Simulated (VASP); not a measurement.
These are r2SCAN meta-GGA, VASP's PBE PAW potentials (set 64) (plane waves; VASP 6.6.1) values and carry that method's errors.

Input for VASP

File KPOINTS:
```
Automatic mesh
0
Gamma
6 6 3
0 0 0
```

INCAR:
```
# general
SYSTEM  = Cl
PREC    = Accurate
ENCUT   = 400   # plane-wave cut-off (eV)
LREAL   = F   # projection in real space or not
LASPH   = T   # aspherical one-centre terms

# electronic loop
EDIFF   = 1E-6
NELM    = 100   # most electronic steps
ALGO    = Normal   # blocked Davidson
LMIXTAU = T

# smearing
ISMEAR  = 0   # Gaussian
SIGMA   = 0.05   # width (eV)

# functional
METAGGA = R2SCAN

# ions
IBRION  = 2
NSW     = 60   # most ionic steps
ISIF    = 3
EDIFFG  = -0.02   # ionic stop

# output
LWAVE   = F
LCHARG  = F
```

POSCAR:
```
Cl
1
    3.3015328000    -1.9931273047     0.0000000000
    3.3015328000     1.9931273047    -0.0000000000
    0.0000000000    -0.0000000000     8.0084489197
Cl
4
Direct
  0.8807411188   0.1192588812   0.6110735378
  0.1192588812   0.8807411188   0.3889264622
  0.6192588812   0.3807411188   0.1110735378
  0.3807411188   0.6192588812   0.8889264622
```

POTCAR, in this order: Cl (PBE.64 set). Program: vasp_std.

The run wrote:

**OSZICAR**
```
...
   4 F= -.24591259E+02 E0= -.24591259E+02  d E =-.553204E-02
       N       E                     dE             d eps       ncg     rms          rms(c)
DAV:   1    -0.245913459225E+02   -0.87060E-04   -0.43157E-03   938   0.429E-01    0.840E-02
DAV:   2    -0.245912888079E+02    0.57115E-04   -0.14463E-04   982   0.890E-02    0.328E-02
DAV:   3    -0.245912771803E+02    0.11628E-04   -0.50225E-05   972   0.460E-02    0.126E-02
DAV:   4    -0.245912787888E+02   -0.16085E-05   -0.73876E-06   944   0.242E-02    0.768E-03
DAV:   5    -0.245912736745E+02    0.51143E-05   -0.68784E-06   940   0.257E-02    0.229E-03
DAV:   6    -0.245912774451E+02   -0.37706E-05   -0.57107E-06   940   0.237E-02    0.127E-03
DAV:   7    -0.245912778532E+02   -0.40808E-06   -0.34469E-07   534   0.626E-03
   5 F= -.24591278E+02 E0= -.24591278E+02  d E =-.555090E-02
       N       E                     dE             d eps       ncg     rms          rms(c)
DAV:   1    -0.245913866236E+02   -0.10918E-03   -0.51997E-03   936   0.451E-01    0.382E-02
DAV:   2    -0.245913773004E+02    0.93232E-05   -0.16112E-04  1056   0.983E-02    0.225E-02
DAV:   3    -0.245913587136E+02    0.18587E-04   -0.21971E-05   980   0.385E-02    0.711E-03
DAV:   4    -0.245913593359E+02   -0.62233E-06   -0.12992E-05   944   0.310E-02    0.375E-03
DAV:   5    -0.245913600518E+02   -0.71581E-06   -0.17808E-06   602   0.147E-02
   6 F= -.24591360E+02 E0= -.24591360E+02  d E =-.821986E-04
       N       E                     dE             d eps       ncg     rms          rms(c)
DAV:   1    -0.245918105272E+02   -0.45119E-03   -0.47032E-02   936   0.136E+00    0.115E-01
DAV:   2    -0.245917085012E+02    0.10203E-03   -0.14740E-03  1060   0.300E-01    0.677E-02
DAV:   3    -0.245915659273E+02    0.14257E-03   -0.20116E-04   974   0.118E-01    0.213E-02
DAV:   4    -0.245915688259E+02   -0.28986E-05   -0.96508E-05   960   0.818E-02    0.110E-02
DAV:   5    -0.245915715431E+02   -0.27172E-05   -0.14952E-05   944   0.416E-02    0.650E-03
DAV:   6    -0.245915672735E+02    0.42696E-05   -0.13602E-05   940   0.350E-02    0.337E-03
DAV:   7    -0.245915735928E+02   -0.63193E-05   -0.37866E-06   916   0.210E-02    0.161E-03
DAV:   8    -0.245915727105E+02    0.88235E-06   -0.63414E-07   564   0.862E-03
   7 F= -.24591573E+02 E0= -.24591573E+02  d E =-.294857E-03
       N       E                     dE             d eps       ncg     rms          rms(c)
DAV:   1    -0.245928125218E+02   -0.12389E-02   -0.18757E-01   936   0.271E+00    0.230E-01
DAV:   2    -0.245924340784E+02    0.37844E-03   -0.58051E-03  1056   0.589E-01    0.136E-01
DAV:   3    -0.245917998199E+02    0.63426E-03   -0.78226E-04   980   0.232E-01    0.432E-02
DAV:   4    -0.245918212254E+02   -0.21406E-04   -0.44027E-04   944   0.179E-01    0.224E-02
DAV:   5    -0.245918406176E+02   -0.19392E-04   -0.58391E-05   948   0.838E-02    0.139E-02
DAV:   6    -0.245918213303E+02    0.19287E-04   -0.43744E-05   956   0.630E-02    0.672E-03
DAV:   7    -0.245918470783E+02   -0.25748E-04   -0.15063E-05   940   0.424E-02    0.350E-03
DAV:   8    -0.245918436152E+02    0.34631E-05   -0.26141E-06   662   0.173E-02    0.191E-03
DAV:   9    -0.245918454248E+02   -0.18096E-05   -0.20551E-06   572   0.144E-02    0.684E-04
DAV:  10    -0.245918468710E+02   -0.14462E-05   -0.15683E-06   540   0.122E-02    0.472E-04
DAV:  11    -0.245918469061E+02   -0.35091E-07   -0.98899E-08   474   0.272E-03
   8 F= -.24591847E+02 E0= -.24591847E+02  d E =-.569053E-03
       N       E                     dE             d eps       ncg     rms          rms(c)
DAV:   1    -0.245955400451E+02   -0.36932E-02   -0.75189E-01   936   0.543E+00    0.460E-01
DAV:   2    -0.245941328010E+02    0.14072E-02   -0.23322E-02  1060   0.118E+00    0.273E-01
DAV:   3    -0.245915958860E+02    0.25369E-02   -0.30793E-03   978   0.461E-01    0.879E-02
DAV:   4    -0.245916983312E+02   -0.10245E-03   -0.18357E-03   944   0.367E-01    0.451E-02
DAV:   5    -0.245917792762E+02   -0.80945E-04   -0.23181E-04   952   0.167E-01    0.285E-02
DAV:   6    -0.245916997492E+02    0.79527E-04   -0.16681E-04   956   0.123E-01    0.137E-02
DAV:   7    -0.245918026276E+02   -0.10288E-03   -0.62476E-05   940   0.865E-02    0.705E-03
DAV:   8    -0.245917900561E+02    0.12571E-04   -0.10764E-05   974   0.347E-02    0.384E-03
DAV:   9    -0.245917970116E+02   -0.69555E-05   -0.72866E-06   948   0.276E-02    0.214E-03
DAV:  10    -0.245918025756E+02   -0.55640E-05   -0.60496E-06   940   0.246E-02    0.134E-03
DAV:  11    -0.245918027103E+02   -0.13467E-06   -0.94482E-08   540   0.313E-03
   9 F= -.24591803E+02 E0= -.24591803E+02  d E =-.524857E-03
       N       E                     dE             d eps       ncg     rms          rms(c)
DAV:   1    -0.245931339485E+02   -0.13314E-02   -0.23498E-01   936   0.303E+00    0.256E-01
DAV:   2    -0.245927012963E+02    0.43265E-03   -0.72343E-03  1052   0.659E-01    0.153E-01
DAV:   3    -0.245918530768E+02    0.84822E-03   -0.10009E-03   976   0.260E-01    0.474E-02
DAV:   4    -0.245918869018E+02   -0.33825E-04   -0.56860E-04   944   0.204E-01    0.250E-02
DAV:   5    -0.245919116511E+02   -0.24749E-04   -0.79089E-05   942   0.965E-02    0.155E-02
DAV:   6    -0.245918857283E+02    0.25923E-04   -0.56050E-05   960   0.709E-02    0.761E-03
DAV:   7    -0.245919187777E+02   -0.33049E-04   -0.19406E-05   940   0.479E-02    0.396E-03
DAV:   8    -0.245919137385E+02    0.50392E-05   -0.38013E-06   962   0.205E-02    0.209E-03
DAV:   9    -0.245919168357E+02   -0.30972E-05   -0.21245E-06   578   0.154E-02    0.873E-04
DAV:  10    -0.245919186530E+02   -0.18173E-05   -0.18898E-06   580   0.136E-02    0.439E-04
DAV:  11    -0.245919186949E+02   -0.41903E-07   -0.11758E-07   474   0.303E-03
  10 F= -.24591919E+02 E0= -.24591919E+02  d E =-.640842E-03
       N       E                     dE             d eps       ncg     rms          rms(c)
DAV:   1    -0.245921090700E+02   -0.19042E-03   -0.11399E-02   938   0.689E-01    0.989E-02
DAV:   2    -0.245920369096E+02    0.72160E-04   -0.19138E-04  1144   0.117E-01    0.360E-02
DAV:   3    -0.245919977447E+02    0.39165E-04   -0.50513E-05   984   0.574E-02    0.138E-02
DAV:   4    -0.245919973933E+02    0.35141E-06   -0.34967E-05   944   0.497E-02    0.576E-03
DAV:   5    -0.245919968397E+02    0.55356E-06   -0.58100E-06   944   0.257E-02
  11 F= -.24591997E+02 E0= -.24591997E+02  d E =-.781448E-04
       N       E                     dE             d eps       ncg     rms          rms(c)
DAV:   1    -0.245922722752E+02   -0.27488E-03   -0.24266E-02   938   0.100E+00    0.144E-01
DAV:   2    -0.245921071909E+02    0.16508E-03   -0.42960E-04  1148   0.179E-01    0.523E-02
DAV:   3    -0.245920437059E+02    0.63485E-04   -0.11137E-04   972   0.866E-02    0.202E-02
DAV:   4    -0.245920400240E+02    0.36819E-05   -0.62272E-05   964   0.637E-02    0.778E-03
DAV:   5    -0.245920376494E+02    0.23745E-05   -0.14366E-05   942   0.391E-02    0.452E-03
DAV:   6    -0.245920343338E+02    0.33156E-05   -0.11666E-05   940   0.333E-02    0.246E-03
DAV:   7    -0.245920393165E+02   -0.49827E-05   -0.28385E-06   780   0.182E-02    0.724E-04
DAV:   8    -0.245920392666E+02    0.49896E-07   -0.19210E-07   552   0.463E-03
  12 F= -.24592039E+02 E0= -.24592039E+02  d E =-.120572E-03
       N       E                     dE             d eps       ncg     rms          rms(c)
DAV:   1    -0.245921183403E+02   -0.79024E-04   -0.33050E-03   940   0.364E-01    0.381E-02
DAV:   2    -0.245920924804E+02    0.25860E-04   -0.93636E-05  1100   0.721E-02    0.191E-02
DAV:   3    -0.245920781089E+02    0.14372E-04   -0.23690E-05   978   0.334E-02    0.858E-03
DAV:   4    -0.245920806817E+02   -0.25728E-05   -0.90006E-06   948   0.272E-02    0.433E-03
DAV:   5    -0.245920797665E+02    0.91518E-06   -0.50095E-06   940   0.231E-02
  13 F= -.24592080E+02 E0= -.24592080E+02  d E =-.404999E-04
```

OUTCAR:
```
------------------------ aborting loop because EDIFF is reached ----------------------------------------
  FORCE on cell =-STRESS in cart. coord.  units (eV):
  Direction    XX          YY          ZZ          XY          YZ          ZX
  --------------------------------------------------------------------------------------
  Total       -0.0368784     -0.0051041     -0.0760757      0.0000000      0.0000000      0.0000000
  in kB       -0.5311050     -0.0735063     -1.0956052      0.0000000      0.0000000      0.0000000
  external PRESSURE =      -0.5667388 kB  Pullay stress =       0.0000000 kB
  volume of cell :      111.25
      direct lattice vectors                 reciprocal lattice vectors
     3.257787407 -2.050206942  0.000000000     0.153478400 -0.243877820 -0.000000000
     3.257787407  2.050206942 -0.000000000     0.153478400  0.243877820  0.000000000
     0.000000000 -0.000000000  8.328218834     0.000000000  0.000000000  0.120073694
 POSITION                                       TOTAL-FORCE (eV/Angst)
 -----------------------------------------------------------------------------------
      3.25779     -1.56467      5.03752         0.000000     -0.008693      0.008134
      3.25779      1.56467      3.29070         0.000000      0.008693     -0.008134
      3.25779     -0.48554      0.87341         0.000000      0.008693      0.008134
      3.25779      0.48554      7.45481         0.000000     -0.008693     -0.008134
 -----------------------------------------------------------------------------------
    total drift:                               -0.000000     -0.000000     -0.000000
  FREE ENERGIE OF THE ION-ELECTRON SYSTEM (eV)
  ---------------------------------------------------
  free  energy   TOTEN  =       -24.5920797665 eV

  energy  without entropy=      -24.5920797665  energy(sigma->0) =      -24.59207977

 reached required accuracy - stopping structural energy minimisation
```
(Selected blocks of OUTCAR.)

### CONTCAR
```
Cl
   1.00000000000000
     3.2577874067096646   -2.0502069418247069    0.0000000000000000
     3.2577874067096646    2.0502069418247069   -0.0000000000000000
     0.0000000000000000   -0.0000000000000000    8.3282188336101406
  Cl
     4
Direct
     0.8815872736733973    0.1184127263266029    0.6048730778434425
     0.1184127263266029    0.8815872736733973    0.3951269221565575
     0.6184127263266027    0.3815872736733972    0.1048730778434426
     0.3815872736733972    0.6184127263266027    0.8951269221565575
```

File OUTCAR:
```
 val. band max:       -0.5610233712   @ k =   0.0000   0.0000   0.0000

 cond. band min:       2.1316113226   @ k =   0.0000   0.0000   0.0000


 Fermi energy:        -0.2645049447

 k-point     1 :       0.0000    0.0000    0.0000
  band No.  band energies     occupation
      1     -18.1896      2.00000
      2     -17.9223      2.00000
      3     -13.9854      2.00000
      4     -13.1822      2.00000
      5      -6.4501      2.00000
      6      -5.1511      2.00000
      7      -3.3604      2.00000
      8      -3.2705      2.00000
      9      -3.1308      2.00000
     10      -3.0166      2.00000
     11      -1.4112      2.00000
     12      -0.9427      2.00000
     13      -0.6999      2.00000
     14      -0.5610      2.00000
     15       2.1316      0.00000
     16       3.1183      0.00000
     17       6.8317      0.00000
     18       7.1034      0.00000

 k-point     2 :       0.1667   -0.0000    0.0000
  band No.  band energies     occupation
      1     -18.1303      2.00000
      2     -17.8958      2.00000
      3     -13.9276      2.00000
      4     -13.2356      2.00000
      5      -6.4199      2.00000
      6      -5.2662      2.00000
      7      -3.6870      2.00000
      8      -3.5499      2.00000
      9      -3.2358      2.00000
     10      -3.1535      2.00000
     11      -1.2581      2.00000
     12      -0.9117      2.00000
     13      -0.7736      2.00000
     14      -0.6779      2.00000
     15       2.2106      0.00000
     16       3.0461      0.00000
     17       7.3861      0.00000
     18       7.5997      0.00000

 k-point     3 :       0.3333    0.0000    0.0000
  band No.  band energies     occupation
      1     -17.9940      2.00000
      2     -17.8550      2.00000
      3     -13.7774      2.00000
      4     -13.3827      2.00000
      5      -6.3154      2.00000
      6      -5.6206      2.00000
      7      -4.1457      2.00000
      8      -4.0049      2.00000
      9      -3.3617      2.00000
...
```

Energy and stress use the plane-wave basis of the starting cell.

The structure comes from a computed database's Cl entry (Cmce); how it stands against other phases isn't given here. This run relaxes it. Symmetry was kept, so distortions that lower it aren't found. The start is the result of an earlier pass.
